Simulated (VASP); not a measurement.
Input of a VASP 6.6.1 run:

Contents of INCAR:

```
PREC = Accurate
ENCUT = 600
EDIFF = 1E-7
ISMEAR = 0
SIGMA = 0.03
LREAL = False
LASPH = True
NELM = 80
ALGO = Normal
ISIF = 2
LWAVE = False
LCHARG = False
IBRION = 2
NSW = 40
EDIFFG = -0.01
```

File KPOINTS:

```
Automatic mesh
0
Gamma
  10 10 10
```

File POSCAR:

```
InAs                                    
1.0
    0.0000000000      3.0557677952      3.0557677952
    3.0557677952      0.0000000000      3.0557677952
    3.0557677952      3.0557677952      0.0000000000
  In              As            
     1     1
Direct
     0.0000000000000000    0.0000000000000000    0.0000000000000000
     0.2500000000000000    0.2500000000000000    0.2500000000000000
```

Potentials or basis: VASP PAW LDA potentials, release 64 (In_d, As).

Run with:

```bash
$ cat potpaw_LDA.64/In_d/POTCAR potpaw_LDA.64/As/POTCAR > POTCAR
$ mpirun -np 1 vasp_std > vasp.out
```

Task: Estimate the band gap on the k mesh.

Result: None (metal or under the smearing width).

Final structure:
```xyz
2
Lattice="0.0000 3.0558 3.0558 3.0558 0.0000 3.0558 3.0558 3.0558 0.0000" Properties=species:S:1:pos:R:3 pbc="T T T"
In    0.0000    0.0000    0.0000
As    1.5279    1.5279    1.5279
```

Caveat: the relaxation stopped at its first step, so nothing moved.
